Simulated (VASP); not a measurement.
All values below come from r2SCAN meta-GGA, VASP's PBE PAW potentials (set 64) (plane waves; VASP 6.6.1).

The input files of a VASP run:

### INCAR
```
# general
SYSTEM  = Zn3CdSe4
PREC    = Accurate
ENCUT   = 400
LREAL   = .FALSE.
LASPH   = .TRUE.

# electronic loop
EDIFF   = 1E-6
NELM    = 100
ALGO    = Normal
LMAXMIX = 4
LMIXTAU = .TRUE.

# smearing
ISMEAR  = 0
SIGMA   = 0.05

# functional
METAGGA = R2SCAN

# ions
IBRION  = 2
NSW     = 60
ISIF    = 3
EDIFFG  = -0.02

# output
LWAVE   = .FALSE.
LCHARG  = .FALSE.
```

**POSCAR**
```
Zn3CdSe4
1
    4.0664120472     0.0000000000     0.0000000000
    0.0000000000     4.0648723945     5.7489456276
    0.0000000000    -4.0648723945     5.7489456276
Zn Cd Se
3 1 4
Direct
  0.0000000000   0.9996982262   0.9996982262
  0.5000000000   0.9987260674   0.5010692735
  0.5000000000   0.5010692735   0.9987260674
  0.0000000000   0.5013681030   0.5013681030
  0.5000000000   0.3630202916   0.3630202916
  0.0000000000   0.3695920821   0.8917816768
  0.0000000000   0.8917816768   0.3695920821
  0.5000000000   0.8747342795   0.8747342795
```

**KPOINTS**
```
Automatic mesh
0
G
 5 3 3
0 0 0
```

POTCAR, in this order: Zn Cd Se (PBE.64 set). Program: vasp_std.

The run wrote:

File OUTCAR:
```
 ion  position               nearest neighbor table
   1  0.000  1.000  1.000-   6 2.46   7 2.46   8 2.49   8 2.49
   2  0.500  0.999  0.501-   5 2.42   7 2.45   7 2.45   8 2.48
   3  0.500  0.501  0.999-   5 2.42   6 2.45   6 2.45   8 2.48
   4  0.000  0.501  0.501-   5 2.58   5 2.58   7 2.59   6 2.59
   5  0.500  0.363  0.363-   2 2.42   3 2.42   4 2.58   4 2.58
   6  0.000  0.370  0.892-   3 2.45   3 2.45   1 2.46   4 2.59
   7  0.000  0.892  0.370-   2 2.45   2 2.45   1 2.46   4 2.59
   8  0.500  0.875  0.875-   2 2.48   3 2.48   1 2.49   1 2.49
  LATTYP: Found a base centered orthorhombic cell.
 ALAT       =     8.1297447890
 B/A-ratio  =     1.4142991636
 C/A-ratio  =     0.5001893851
 Subroutine PRICEL returns:
 Original cell was already a primitive cell.
 Subroutine GETGRP returns: Found  4 space group operations
The static configuration has the point symmetry C_2v.
The dynamic configuration has the point symmetry C_2v.
 Subroutine INISYM returns: Found  4 space group operations
 Subroutine IBZKPT returns following result:
 Found     12 irreducible k-points:

 Following reciprocal coordinates:
            Coordinates               Weight
  0.000000  0.000000  0.000000      1.000000
...
```

File OSZICAR:
```
       N       E                     dE             d eps       ncg     rms          rms(c)
DAV:   1     0.435307520909E+03    0.43531E+03   -0.29192E+04  1032   0.155E+03
DAV:   2    -0.607311241725E+02   -0.49604E+03   -0.48256E+03  1056   0.388E+02
DAV:   3    -0.121664048945E+03   -0.60933E+02   -0.60046E+02  1157   0.138E+02
DAV:   4    -0.123635012366E+03   -0.19710E+01   -0.19648E+01  1184   0.238E+01
DAV:   5    -0.123652342391E+03   -0.17330E-01   -0.17319E-01  1173   0.223E+00    0.115E+01
DAV:   6    -0.115271078112E+03    0.83813E+01   -0.80330E+00  1297   0.443E+01    0.107E+01
DAV:   7    -0.110017090938E+03    0.52540E+01   -0.21389E+00  1073   0.114E+01    0.624E+00
DAV:   8    -0.111886510835E+03   -0.18694E+01   -0.15321E+00  1047   0.677E+00    0.140E+00
DAV:   9    -0.110303246535E+03    0.15833E+01   -0.67295E-01  1050   0.523E+00    0.596E-01
DAV:  10    -0.110379563764E+03   -0.76317E-01   -0.96771E-02  1092   0.276E+00    0.339E-01
DAV:  11    -0.110390880758E+03   -0.11317E-01   -0.38112E-02  1050   0.157E+00    0.192E-01
DAV:  12    -0.110387469251E+03    0.34115E-02   -0.27722E-03  1208   0.548E-01    0.128E-01
DAV:  13    -0.110423756631E+03   -0.36287E-01   -0.14209E-02  1056   0.902E-01    0.579E-02
DAV:  14    -0.110419663259E+03    0.40934E-02   -0.12700E-02  1082   0.639E-01    0.864E-02
DAV:  15    -0.110420035510E+03   -0.37225E-03   -0.39590E-04  1157   0.154E-01    0.702E-02
DAV:  16    -0.110424508097E+03   -0.44726E-02   -0.98505E-04  1071   0.170E-01    0.338E-02
DAV:  17    -0.110426620514E+03   -0.21124E-02   -0.17584E-03  1053   0.252E-01    0.124E-02
DAV:  18    -0.110426625635E+03   -0.51210E-05   -0.10008E-04  1168   0.683E-02    0.179E-02
DAV:  19    -0.110426633610E+03   -0.79754E-05   -0.28700E-06   842   0.158E-02    0.152E-02
DAV:  20    -0.110426644372E+03   -0.10762E-04   -0.16286E-05  1290   0.313E-02    0.337E-03
DAV:  21    -0.110426655059E+03   -0.10687E-04   -0.13228E-05  1068   0.227E-02    0.373E-03
DAV:  22    -0.110426655429E+03   -0.37007E-06   -0.51729E-07   645   0.849E-03
   1 F= -.11042666E+03 E0= -.11042666E+03  d E =-.110427E+03
       N       E                     dE             d eps       ncg     rms          rms(c)
DAV:   1    -0.110746083229E+03   -0.31943E+00   -0.55203E+00  1274   0.272E+01    0.410E+00
DAV:   2    -0.110466816699E+03    0.27927E+00   -0.95703E-01  1263   0.139E+01    0.153E+00
DAV:   3    -0.110437025346E+03    0.29791E-01   -0.55623E-02  1108   0.186E+00    0.100E+00
DAV:   4    -0.110426272812E+03    0.10753E-01   -0.28823E-02  1032   0.109E+00    0.358E-01
DAV:   5    -0.110425482688E+03    0.79012E-03   -0.17583E-02  1032   0.111E+00    0.125E-01
DAV:   6    -0.110432274670E+03   -0.67920E-02   -0.75003E-03  1038   0.738E-01    0.693E-02
DAV:   7    -0.110433299659E+03   -0.10250E-02   -0.97948E-04  1062   0.249E-01    0.203E-02
DAV:   8    -0.110433376905E+03   -0.77246E-04   -0.91528E-05  1083   0.110E-01    0.140E-02
DAV:   9    -0.110433357361E+03    0.19544E-04   -0.24404E-05  1133   0.454E-02    0.650E-03
DAV:  10    -0.110433374967E+03   -0.17606E-04   -0.25156E-05  1050   0.322E-02    0.235E-03
DAV:  11    -0.110433380723E+03   -0.57562E-05   -0.25946E-06   786   0.110E-02    0.801E-04
DAV:  12    -0.110433380286E+03    0.43688E-06   -0.26401E-07   611   0.403E-03
   2 F= -.11043338E+03 E0= -.11043338E+03  d E =-.672486E-02
       N       E                     dE             d eps       ncg     rms          rms(c)
DAV:   1    -0.110471011052E+03   -0.37630E-01   -0.62405E-01  1266   0.887E+00    0.139E+00
DAV:   2    -0.110439282921E+03    0.31728E-01   -0.11920E-01  1210   0.540E+00    0.506E-01
DAV:   3    -0.110435968197E+03    0.33147E-02   -0.67174E-03  1099   0.565E-01    0.325E-01
DAV:   4    -0.110435001960E+03    0.96624E-03   -0.27906E-03  1038   0.355E-01    0.142E-01
DAV:   5    -0.110434678188E+03    0.32377E-03   -0.14425E-03  1038   0.366E-01    0.452E-02
DAV:   6    -0.110435214842E+03   -0.53665E-03   -0.75956E-04  1044   0.257E-01    0.239E-02
DAV:   7    -0.110435324241E+03   -0.10940E-03   -0.12385E-04  1059   0.789E-02    0.613E-03
DAV:   8    -0.110435331692E+03   -0.74507E-05   -0.14118E-05  1071   0.321E-02    0.482E-03
DAV:   9    -0.110435335469E+03   -0.37765E-05   -0.21730E-06   855   0.184E-02    0.193E-03
DAV:  10    -0.110435334901E+03    0.56734E-06   -0.15337E-06   774   0.102E-02
   3 F= -.11043533E+03 E0= -.11043533E+03  d E =-.867947E-02
       N       E                     dE             d eps       ncg     rms          rms(c)
DAV:   1    -0.110436211796E+03   -0.87633E-03   -0.14471E-02  1266   0.136E+00    0.211E-01
DAV:   2    -0.110435349161E+03    0.86264E-03   -0.26951E-03  1234   0.785E-01    0.775E-02
DAV:   3    -0.110435287342E+03    0.61819E-04   -0.14904E-04  1102   0.864E-02    0.501E-02
DAV:   4    -0.110435277282E+03    0.10059E-04   -0.68137E-05  1038   0.537E-02    0.207E-02
DAV:   5    -0.110435290319E+03   -0.13037E-04   -0.37819E-05  1038   0.559E-02    0.673E-03
DAV:   6    -0.110435304840E+03   -0.14521E-04   -0.18495E-05  1038   0.394E-02    0.364E-03
DAV:   7    -0.110435310254E+03   -0.54137E-05   -0.26930E-06   774   0.120E-02    0.976E-04
DAV:   8    -0.110435310552E+03   -0.29827E-06   -0.30688E-07   549   0.572E-03
   4 F= -.11043531E+03 E0= -.11043531E+03  d E =-.865512E-02
       N       E                     dE             d eps       ncg     rms          rms(c)
DAV:   1    -0.110435372137E+03   -0.61883E-04   -0.11193E-03  1263   0.379E-01    0.585E-02
DAV:   2    -0.110435346733E+03    0.25405E-04   -0.20955E-04  1234   0.220E-01    0.215E-02
DAV:   3    -0.110435336840E+03    0.98933E-05   -0.11500E-05  1096   0.234E-02    0.139E-02
DAV:   4    -0.110435331386E+03    0.54535E-05   -0.55777E-06   870   0.143E-02    0.585E-03
DAV:   5    -0.110435325950E+03    0.54363E-05   -0.35093E-06   758   0.167E-02    0.196E-03
DAV:   6    -0.110435327519E+03   -0.15694E-05   -0.14380E-06   686   0.145E-02    0.117E-03
DAV:   7    -0.110435327230E+03    0.28931E-06   -0.15045E-07   525   0.468E-03
   5 F= -.11043533E+03 E0= -.11043533E+03  d E =-.867180E-02
       N       E                     dE             d eps       ncg     rms          rms(c)
DAV:   1    -0.110435471999E+03   -0.14448E-03   -0.19974E-02  1050   0.725E-01    0.665E-02
DAV:   2    -0.110435502125E+03   -0.30126E-04   -0.48061E-04  1188   0.193E-01    0.333E-02
DAV:   3    -0.110435499158E+03    0.29668E-05   -0.44611E-05  1153   0.500E-02    0.176E-02
DAV:   4    -0.110435489061E+03    0.10097E-04   -0.19485E-05  1070   0.425E-02    0.496E-03
DAV:   5    -0.110435494540E+03   -0.54793E-05   -0.14244E-05  1041   0.282E-02    0.235E-03
DAV:   6    -0.110435496859E+03   -0.23187E-05   -0.25838E-06   786   0.124E-02    0.142E-03
DAV:   7    -0.110435497102E+03   -0.24362E-06   -0.38837E-07   604   0.751E-03
   6 F= -.11043550E+03 E0= -.11043550E+03  d E =-.169873E-03
       N       E                     dE             d eps       ncg     rms          rms(c)
DAV:   1    -0.110435535063E+03   -0.38204E-04   -0.30188E-03  1050   0.282E-01    0.259E-02
DAV:   2    -0.110435545656E+03   -0.10593E-04   -0.72790E-05  1199   0.749E-02    0.129E-02
DAV:   3    -0.110435545646E+03    0.10893E-07   -0.70587E-06  1145   0.192E-02
   7 F= -.11043555E+03 E0= -.11043555E+03  d E =-.218416E-03
```

### OUTCAR
```
------------------------ aborting loop because EDIFF is reached ----------------------------------------
  FORCE on cell =-STRESS in cart. coord.  units (eV):
  Direction    XX          YY          ZZ          XY          YZ          ZX
  --------------------------------------------------------------------------------------
  Total       -0.0312907      0.0489430      0.0446851      0.0000000      0.0000000      0.0000000
  in kB       -0.2598541      0.4064479      0.3710879      0.0000000      0.0000000      0.0000000
  external PRESSURE =       0.1725606 kB  Pullay stress =       0.0000000 kB
  volume of cell :      192.93
      direct lattice vectors                 reciprocal lattice vectors
     4.082451249  0.000000000  0.000000000     0.244950874  0.000000000  0.000000000
     0.000000000  4.087873382  5.780266077     0.000000000  0.122312986  0.086501208
     0.000000000 -4.087873382  5.780266077     0.000000000 -0.122312986  0.086501208
 POSITION                                       TOTAL-FORCE (eV/Angst)
 -----------------------------------------------------------------------------------
      0.00000      0.00000     11.55705         0.000000      0.000000      0.002375
      2.04123      2.03223      8.66911         0.000000     -0.014220      0.001307
      2.04123     -2.03223      8.66911         0.000000      0.014220      0.001307
      0.00000      0.00000      5.79768         0.000000      0.000000      0.011632
      2.04123      0.00000      4.19198         0.000000      0.000000     -0.017478
      0.00000     -2.13796      7.29262         0.000000     -0.007241      0.000016
      0.00000      2.13796      7.29262         0.000000      0.007241      0.000016
      2.04123      0.00000     10.11264         0.000000      0.000000      0.000825
 -----------------------------------------------------------------------------------
    total drift:                                0.000000     -0.000001      0.023421
  FREE ENERGIE OF THE ION-ELECTRON SYSTEM (eV)
  ---------------------------------------------------
  free  energy   TOTEN  =      -110.4355456456 eV

  energy  without entropy=     -110.4355456456  energy(sigma->0) =     -110.43554565

 reached required accuracy - stopping structural energy minimisation
```
(Selected blocks of OUTCAR.)

File CONTCAR:
```
Zn3CdSe4
   1.00000000000000
     4.0824512491252856    0.0000000000000000    0.0000000000000000
     0.0000000000000000    4.0878733823819848    5.7802660774160630
     0.0000000000000000   -4.0878733823819848    5.7802660774160630
  Zn              Cd              Se
     3     1     4
Direct
     0.0000000000000000    0.9996987001500640    0.9996987001500640
     0.5000000000000000    0.9984562020865390    0.5013207611568664
     0.5000000000000000    0.5013207611568664    0.9984562020865390
     0.0000000000000000    0.5015062036253952    0.5015062036253952
     0.5000000000000000    0.3626116674398864    0.3626116674398864
     0.0000000000000000    0.3693207081289180    0.8923203543224166
     0.0000000000000000    0.8923203543224166    0.3693207081289180
     0.5000000000000000    0.8747554031899126    0.8747554031899126
```

The structure comes from a computed database's Zn3CdSe4 entry (Amm2); how it stands against other phases isn't given here. This run relaxes it. Symmetry was kept, so distortions that lower it aren't found. The start is the result of an earlier pass.
